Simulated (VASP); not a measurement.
# CsAs2Au3 (P-3m1) in VASP: single point with PBE

Aim: the single point of CsAs2Au3 with PBE.

Program: VASP 6.6.1. These are calculated values, not measurements. Logs are shortened: lines on timing, memory, paths and dates and some standing lists are left out, and cuts for length are marked.

## 1. Starting point

The structure is trigonal, space group P-3m1 (No. 164). The conventional cell has a = 6.230 Å, b = 6.230 Å, c = 5.163 Å, α = 90.00°, β = 90.00°, γ = 120.00°. As (site symmetry 3m) has 3 Au at 2.41 Å as nearest neighbours. Au (site symmetry 2/m) is surrounded by 2 As at 2.41 Å. Cs (site symmetry -3m) is surrounded by 6 As at 3.73 Å and 12 Au at 4.05 Å.

The cell was built by a generator and needn't be a form met in nature.

## 2. Single point, PBE

The input, INCAR:

```
SYSTEM = CsAs2Au3
PREC = Accurate
ENCUT = 520
EDIFF = 1E-6
ISMEAR = -1
SIGMA = 0.1
LREAL = .FALSE.
LASPH = .TRUE.
NELM = 100
ALGO = Fast
ISIF = 2
LWAVE = .FALSE.
LCHARG = .TRUE.
GGA = PE
LELF = .TRUE.
LVHAR = .TRUE.
NBANDS = 35
```

The input, KPOINTS:

```
regular mesh
0
G
  6 6 7
  0 0 0
```

The input, POSCAR:

```
CsAs2Au3
1.0
    6.2299510000      0.0000000000      0.0000000000
   -3.1149750000      5.3953000000      0.0000000000
    0.0000000000      0.0000000000      5.1626960000
As Au Cs
2 3 1
Direct
    0.6667000000      0.3333000000      0.3121000000
    0.3333000000      0.6667000000      0.6879000000
    0.5000000000      0.0000000000      0.0000000000
    0.0000000000      0.5000000000      0.0000000000
    0.5000000000      0.5000000000      0.0000000000
    0.0000000000      0.0000000000      0.5000000000
```

Potentials or basis: VASP PAW PBE potentials, release 64 (As, Au, Cs_sv).

Command:

```console
$ cat potpaw_PBE.64/As/POTCAR potpaw_PBE.64/Au/POTCAR potpaw_PBE.64/Cs_sv/POTCAR > POTCAR
$ mpirun -np 1 vasp_std > vasp.out
```

OUTCAR:

```text
SYSTEM = CsAs2Au3
   PREC = Accurate
   ENCUT = 520
   EDIFF = 1E-6
   ISMEAR = -1
   LREAL = .FALSE.
   LASPH = .TRUE.
   NELM = 100
   ISIF = 2
   GGA = PE

 ion  position               nearest neighbor table
   1  0.667  0.333  0.312-   4 2.41   3 2.41   5 2.41
   2  0.333  0.667  0.688-   4 2.41   3 2.41   5 2.41
   3  0.500  0.000  0.000-   1 2.41   2 2.41   5 3.11   5 3.11   4 3.11   4 3.11
   4  0.000  0.500  0.000-   1 2.41   2 2.41   5 3.11   5 3.11   3 3.11   3 3.11
   5  0.500  0.500  0.000-   1 2.41   2 2.41   4 3.11   4 3.11   3 3.11   3 3.11
   6  0.000  0.000  0.500-

  LATTYP: Found a hexagonal cell.
 ALAT       =     6.2299510000
 C/A-ratio  =     0.8286896639

  Lattice vectors:

 A1 = (   6.2299510000,   0.0000000000,   0.0000000000)
 A2 = (  -3.1149750000,   5.3953000000,   0.0000000000)
 A3 = (   0.0000000000,   0.0000000000,   5.1626960000)

Analysis of symmetry for initial positions (statically):
=====================================================================
 Subroutine PRICEL returns:
 Original cell was already a primitive cell.

 Routine SETGRP: Setting up the symmetry group for a
 hexagonal supercell.

 Subroutine GETGRP returns: Found  4 space group operations
 (whereof  4 operations were pure point group operations)
 out of a pool of 24 trial point group operations.

The static configuration has the point symmetry C_2h.

Analysis of symmetry for dynamics (positions and initial velocities):
=====================================================================
 Subroutine PRICEL returns:
 Original cell was already a primitive cell.

 Routine SETGRP: Setting up the symmetry group for a
 hexagonal supercell.

 Subroutine GETGRP returns: Found  4 space group operations
 (whereof  4 operations were pure point group operations)
 out of a pool of 24 trial point group operations.

The dynamic configuration has the point symmetry C_2h.

 Subroutine INISYM returns: Found  4 space group operations
 (whereof  4 operations are pure point group operations),
 and found     1 'primitive' translations

----------------------------------------------------------------------------------------

                                     Primitive cell

  volume of cell :     173.5309

  direct lattice vectors                    reciprocal lattice vectors
     6.229951000  0.000000000  0.000000000     0.160514906  0.092673238  0.000000000
    -3.114975000  5.395300000  0.000000000     0.000000000  0.185346505  0.000000000
     0.000000000  0.000000000  5.162696000     0.000000000  0.000000000  0.193697247

  length of vectors
     6.229951000  6.229954361  5.162696000     0.185346605  0.185346505  0.193697247

  position of ions in fractional coordinates (direct lattice)
     0.666700000  0.333300000  0.312100000
     0.333300000  0.666700000  0.687900000
     0.500000000  0.000000000  0.000000000
     0.000000000  0.500000000  0.000000000
     0.500000000  0.500000000  0.000000000
     0.000000000  0.000000000  0.500000000

  ion indices of the primitive-cell ions
   primitive index   ion index
                 1           1
                 2           2
                 3           3
                 4           4
                 5           5
                 6           6

----------------------------------------------------------------------------------------

 KPOINTS: regular mesh

Automatic generation of k-mesh.
 Grid dimensions read from file:
 generate k-points for:    6    6    7

 Generating k-lattice:

  Cartesian coordinates                     Fractional coordinates (reciprocal lattice)
     0.026752484  0.015445540  0.000000000     0.166666667 -0.000000000  0.000000000
     0.000000000  0.030891084  0.000000000     0.000000000  0.166666667  0.000000000
     0.000000000  0.000000000  0.027671035     0.000000000  0.000000000  0.142857143

  Length of vectors
     0.030891101  0.030891084  0.027671035

  Shift w.r.t. Gamma in fractional coordinates (k-lattice)
     0.000000000  0.000000000  0.000000000

 Subroutine IBZKPT returns following result:
 ===========================================

 Found     76 irreducible k-points:

 Following reciprocal coordinates:
            Coordinates               Weight
  0.000000  0.000000  0.000000      1.000000
  0.166667 -0.000000  0.000000      4.000000
 -0.166667  0.166667  0.000000      2.000000
  0.333333 -0.000000  0.000000      4.000000
 -0.333333  0.333333  0.000000      2.000000
  0.500000  0.000000  0.000000      2.000000
[... 16 lines left out ...]
  0.500000  0.000000  0.142857      4.000000
  0.500000  0.500000  0.142857      2.000000
 [... further k-points ...]
   k-points           NKPTS =     76   k-points in BZ     NKDIM =     76   number of bands    NBANDS=     35
   number of dos      NEDOS =    301   number of ions     NIONS =      6
   total plane-waves  NPLWV =  92160
   dimension x,y,z NGX =    48 NGY =   48 NGZ =   40
   dimension x,y,z NGXF=    96 NGYF=   96 NGZF=   80
   ions per type =               2   3   1
   NGX,Y,Z   is equivalent  to a cutoff of  12.81, 12.81, 12.88 a.u.
   NGXF,Y,Z  is equivalent  to a cutoff of  25.62, 25.62, 25.76 a.u.
 SYSTEM =  CsAs2Au3
   PREC   = accura    normal or accurate (medium, high low for compatibility)
   ISTART =      0    job   : 0-new  1-cont  2-samecut
   ICHARG =      2    charge: 1-file 2-atom 10-const
   ISPIN  =      1    spin polarized calculation?
   LNONCOLLINEAR =      F non collinear calculations
   LSORBIT =      F    spin-orbit coupling
   LASPH  =      T    aspherical Exc in radial PAW
   ENCUT  =  520.0 eV  38.22 Ry    6.18 a.u.  11.58 11.58  9.60*2*pi/ulx,y,z
   NELM   =    100;   NELMIN=  2; NELMDL= -5     # of ELM steps
   EDIFF  = 0.1E-05   stopping-criterion for ELM
   LREAL  =      F    real-space projection
   EDIFFG = 0.1E-04   stopping-criterion for IOM
   NSW    =      0    number of steps for IOM
   IBRION =     -1    ionic relax: 0-MD 1-quasi-New 2-CG
   NFREE  =      0    steps in history (QN), initial steepest desc. (CG)
   ISIF   =      2    stress and relaxation
   ISYM   =      2    0-nonsym 1-usesym 2-fastsym
   POTIM  = 0.5000    time-step for ionic-motion
   TEBEG  =    0.0;   TEEND  =   0.0 temperature during run
   PSTRESS=    0.0 pullay stress
   NELECT =      52.0000    total number of electrons
   NUPDOWN=      -1.0000    fix difference up-down
   EMIN   =  10.00;   EMAX   =-10.00  energy-range for DOS
   EFERMI =   0.00;   METHOD = LEGACY
   ISMEAR =    -1;   SIGMA  =   0.10  broadening in eV -4-tet -1-fermi 0-gaus
   EFERMI_NEDOS =   21; number of points for ismear=-14 and -15
   IALGO  =     68    algorithm
   IMIX   =      4    mixing-type and parameters
     AMIX     =   0.40;   BMIX     =  1.00
     AMIX_MAG =   1.60;   BMIX_MAG =  1.00
  volume/ion in A,a.u.               =      28.92       195.17
  Fermi-wavevector in a.u.,A,eV,Ry     =   1.095512  2.070217 16.328976  1.200146
  Thomas-Fermi vector in A             =   2.231837
   LORBIT       =      0    0 simple, 1 ext, 2 COOP (PROOUT), +10 PAW based schemes
   GGA     = PE    functional components
   LHFCALC =     F    Hartree Fock is set to
   AEXX    =    0.0000 exact exchange contribution
   IVDW    =     0    specifies the selected vdW correction
   LEPSILON=     F    determine dielectric tensor
   LRPA    =     F    only Hartree local field effects (RPA)
 non-spin polarized calculation
 RMM-DIIS sequential band-by-band and
  energy-cutoff  :      520.00
  volume of cell :      173.53
 maximum number of plane-waves:      4712
 NGX is ok and might be reduce to    48
   NGX = 23   NGY = 23   NGZ = 19

 number of electron      51.9999995 magnetization

 Free energy of the ion-electron system (eV)
  ---------------------------------------------------
  ext. energy  EPLUGINS =         0.00000000
  ---------------------------------------------------
  free energy    TOTEN  =       -20.08679171 eV

  energy without entropy =      -19.91455673  energy(sigma->0) =      -20.00067422

 E-fermi :   3.1567     XC(G=0):  -9.2477

 val. band max:        3.1304684868   @ k =  -0.3333  -0.1667   0.2857
 cond. band min:       3.1581248048   @ k =   0.5000   0.3333   0.4286
 fundamental gap:      0.0276563180
 Fermi energy:         3.1566949188

 k-point     1 :       0.0000    0.0000    0.0000
  band No.  band energies     occupation
      1     -17.9754      2.00000
      2      -8.6636      2.00000
      3      -6.8541      2.00000
      4      -4.9098      2.00000
      5      -4.9097      2.00000
      6      -4.7617      2.00000
[... 27 lines left out ...]
     34       8.3715      0.00000
     35       9.3607      0.00000

 k-point     2 :       0.1667   -0.0000    0.0000
  band No.  band energies     occupation
      1     -17.9748      2.00000
      2      -8.5926      2.00000
      3      -7.0027      2.00000
      4      -4.9286      2.00000
      5      -4.9106      2.00000
      6      -4.7844      2.00000
[... 27 lines left out ...]
     34       8.6664      0.00000
     35       9.5629      0.00000

 k-point     3 :      -0.1667    0.1667    0.0000
  band No.  band energies     occupation
      1     -17.9748      2.00000
      2      -8.5927      2.00000
      3      -7.0026      2.00000
      4      -4.9284      2.00000
      5      -4.9107      2.00000
      6      -4.7844      2.00000
[... 27 lines left out ...]
     34       8.6664      0.00000
     35       9.4658      0.00000

 k-point     4 :       0.3333   -0.0000    0.0000
  band No.  band energies     occupation
      1     -17.9736      2.00000
      2      -8.3996      2.00000
      3      -7.3514      2.00000
      4      -4.9643      2.00000
      5      -4.8786      2.00000
      6      -4.8083      2.00000
[... 27 lines left out ...]
     34       9.1604      0.00000
     35       9.3944      0.00000

 k-point     5 :      -0.3333    0.3333    0.0000
  band No.  band energies     occupation
      1     -17.9736      2.00000
      2      -8.4000      2.00000
      3      -7.3508      2.00000
      4      -4.9642      2.00000
      5      -4.8788      2.00000
      6      -4.8083      2.00000
[... 638 lines left out ...]
 k-point    22 :       0.3333   -0.3333    0.1429
  band No.  band energies     occupation
      1     -17.9726      2.00000
      2      -8.3622      2.00000
      3      -7.3876      2.00000
      4      -4.9517      2.00000
      5      -4.8719      2.00000
      6      -4.8036      2.00000
[... 27 lines left out ...]
     34       9.3194      0.00000
     35       9.8536      0.00000

 k-point    23 :       0.5000    0.0000    0.1429
  band No.  band energies     occupation
      1     -17.9720      2.00000
      2      -8.2078      2.00000
      3      -7.5982      2.00000
      4      -4.9729      2.00000
      5      -4.8784      2.00000
      6      -4.8107      2.00000
[... 27 lines left out ...]
     34       8.9665      0.00000
     35       8.9811      0.00000

 k-point    24 :       0.5000    0.5000    0.1429
  band No.  band energies     occupation
      1     -17.9720      2.00000
      2      -8.2086      2.00000
      3      -7.5972      2.00000
      4      -4.9728      2.00000
      5      -4.8784      2.00000
      6      -4.8107      2.00000
[... 27 lines left out ...]
     34       8.9665      0.00000
     35       8.9801      0.00000

 [... further k-points ...]

------------------------ aborting loop because EDIFF is reached ----------------------------------------

  FORCE on cell =-STRESS in cart. coord.  units (eV):
  Direction    XX          YY          ZZ          XY          YZ          ZX
  --------------------------------------------------------------------------------------
  -------------------------------------------------------------------------------------
  Total        3.8168919      3.8218742      5.0885878      0.0043101      0.0042336     -0.0073327
  in kB       35.2406296     35.2866305     46.9819536      0.0397940      0.0390876     -0.0677018
  external PRESSURE =      39.1697379 kB  Pullay stress =       0.0000000 kB

 VOLUME and BASIS-vectors are now :
 -----------------------------------------------------------------------------
  energy-cutoff  :      520.00
  volume of cell :      173.53
      direct lattice vectors                 reciprocal lattice vectors
     6.229951000  0.000000000  0.000000000     0.160514906  0.092673238  0.000000000
    -3.114975000  5.395300000  0.000000000     0.000000000  0.185346505  0.000000000
     0.000000000  0.000000000  5.162696000     0.000000000  0.000000000  0.193697247

 POSITION                                       TOTAL-FORCE (eV/Angst)
 -----------------------------------------------------------------------------------
      3.11529      1.79825      1.61128        -0.002566      0.001482      1.404369
     -0.00031      3.59705      3.55142         0.002566     -0.001482     -1.404369
      3.11498      0.00000      0.00000        -0.000000     -0.000000      0.000000
     -1.55749      2.69765      0.00000         0.000000     -0.000000      0.000000
      1.55749      2.69765      0.00000        -0.000000     -0.000000      0.000000
      0.00000      0.00000      2.58135        -0.000000     -0.000000      0.000000
 -----------------------------------------------------------------------------------
    total drift:                               -0.000000      0.000000      0.000000

  FREE ENERGIE OF THE ION-ELECTRON SYSTEM (eV)
  ---------------------------------------------------
  free  energy   TOTEN  =       -20.0867917072 eV

  energy  without entropy=      -19.9145567259  energy(sigma->0) =      -20.00067422
```

Run time: 7.3 min. Hardware: 1 thread of Intel Xeon Platinum 8259CL at 2.50GHz (Skylake/Cascade Lake), shared host; peak memory 0.59 GiB.

Results:

| Item | Value |
| --- | --- |
| Free energy | -20.0868 eV |
| Pressure | 3.9 GPa |
| Largest force | 1.404 eV/Å |
| Band gap on the k mesh | none (metal or under the smearing width) |

Forces in eV/Å, atoms in the order of the input:
```
As  -0.003  0.001  1.404
As   0.003 -0.001 -1.404
Au   0.000  0.000  0.000
Au   0.000  0.000  0.000
Au   0.000  0.000  0.000
Cs   0.000  0.000  0.000
```

Caveat: forces of over 1 eV/Å show positions far from the minimum, so gaps and moduli don't describe the material at rest. The run has no spin-orbit coupling, so splittings on Au, Cs are missing.
